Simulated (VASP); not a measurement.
Calculation: PBE GGA, VASP's PBE PAW potentials (set 64) (plane waves; VASP 6.6.1).

The input files of a VASP run:

File KPOINTS:
```
Automatic mesh
0
Gamma
16 16 16
0 0 0
```

### POSCAR
```
Cu
1.8415660
  0.0000000000   0.9999998106   0.9999998106
  0.9999998106   0.0000000000   0.9999998106
  0.9999998106   0.9999998106   0.0000000000
Cu
1
Direct
  0.0000000000   0.0000000000   0.0000000000
```

**INCAR**
```
ALGO=Normal
EDIFF=1E-7
ENCUT=480
GGA=PE
ISIF=2
ISMEAR=1
LASPH=.True.
LCHARG=.False.
LMAXMIX=4
LREAL=.False.
LWAVE=.False.
NELM=100
PREC=Accurate
SIGMA=0.1
SYSTEM=Cu
```

POTCAR, in this order: Cu (PBE.64 set). Program: vasp_std.

Output of the run:

OSZICAR:
```
       N       E                     dE             d eps       ncg     rms          rms(c)
DAV:   1     0.341058117635E+02    0.34106E+02   -0.54407E+03  2690   0.189E+03
DAV:   2    -0.414937744319E+01   -0.38255E+02   -0.36315E+02  2621   0.188E+02
DAV:   3    -0.459046777353E+01   -0.44109E+00   -0.44022E+00  3059   0.293E+01
DAV:   4    -0.459358319940E+01   -0.31154E-02   -0.31152E-02  3288   0.221E+00
DAV:   5    -0.459361747360E+01   -0.34274E-04   -0.34274E-04  3064   0.186E-01    0.757E+00
DAV:   6    -0.414062310666E+01    0.45299E+00   -0.17637E+01  2745   0.959E+01    0.423E+00
DAV:   7    -0.373076862697E+01    0.40985E+00   -0.29024E+00  2794   0.388E+01    0.519E-01
DAV:   8    -0.372218108851E+01    0.85875E-02   -0.71577E-03  3135   0.176E+00    0.341E-01
DAV:   9    -0.372016506028E+01    0.20160E-02   -0.15057E-02  2839   0.260E+00    0.369E-02
DAV:  10    -0.372016100656E+01    0.40537E-05   -0.75745E-05  3908   0.182E-01    0.982E-03
DAV:  11    -0.372015987098E+01    0.11356E-05   -0.14184E-06  2909   0.236E-02    0.700E-04
DAV:  12    -0.372015990419E+01   -0.33204E-07   -0.52817E-08  1901   0.445E-03
   1 F= -.37201599E+01 E0= -.37200245E+01  d E =-.406282E-03
```

OUTCAR:
```
------------------------ aborting loop because EDIFF is reached ----------------------------------------
  FORCE on cell =-STRESS in cart. coord.  units (eV):
  Direction    XX          YY          ZZ          XY          YZ          ZX
  --------------------------------------------------------------------------------------
  Total       -0.4090483     -0.4090483     -0.4090483      0.0000000     -0.0000000      0.0000000
  in kB      -52.4678864    -52.4678864    -52.4678864      0.0000000     -0.0000000      0.0000000
  external PRESSURE =     -52.4678864 kB  Pullay stress =       0.0000000 kB
  volume of cell :       12.49
      direct lattice vectors                 reciprocal lattice vectors
     0.000000000  1.841565651  1.841565651    -0.271508105  0.271508105  0.271508105
     1.841565651  0.000000000  1.841565651     0.271508105 -0.271508105  0.271508105
     1.841565651  1.841565651  0.000000000     0.271508105  0.271508105 -0.271508105
 POSITION                                       TOTAL-FORCE (eV/Angst)
 -----------------------------------------------------------------------------------
      0.00000      0.00000      0.00000         0.000000      0.000000      0.000000
 -----------------------------------------------------------------------------------
    total drift:                               -0.000000     -0.000000     -0.000000
  FREE ENERGIE OF THE ION-ELECTRON SYSTEM (eV)
  ---------------------------------------------------
  free  energy   TOTEN  =        -3.7201599042 eV

  energy  without entropy=       -3.7197536218  energy(sigma->0) =       -3.72002448
```
(Selected blocks of OUTCAR.)

The compound is Cu in the fcc structure. This cell was strained or had an atom moved on purpose.
